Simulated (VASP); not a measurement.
Input:

```
Al2CdS4
1.0
   -2.75795     2.75795     5.07230
    2.75795    -2.75795     5.07230
    2.75795     2.75795    -5.07230
Al Cd S
2 1 4
Direct
  0.50000   0.50000   0.00000
  0.25000   0.75000   0.50000
  0.00000   0.00000   0.00000
  0.40600   0.86473   0.99757
  0.86716   0.40843   0.00243
  0.13527   0.13284   0.54127
  0.59157   0.59400   0.45873
```

Level of theory: PBEsol GGA, VASP's PBE PAW potentials (set 64) (plane waves; VASP). Settings: 400 eV cut-off, 6×6×6 Γ-centred mesh, tetrahedra with Blöchl corrections, potentials Al Cd S.

The cores are frozen, which limits the accuracy of field gradients.

### Question
Give the principal components of the electric field gradient (V/Å²) and the asymmetry η at each nucleus.

### Answer

```csv
atom,Vxx,Vyy,Vzz,η
Al1,2.2,2.2,-4.5,0.00
Al2,-3.0,-3.0,6.1,0.00
Cd3,-16.7,-16.7,33.5,0.00
S4,37.3,24.6,-61.9,0.21
S5,37.3,24.6,-61.9,0.21
S6,37.3,24.6,-61.9,0.21
S7,37.3,24.6,-61.9,0.21
```

The compound is Al2CdS4 in the sg82 structure. It was relaxed first.
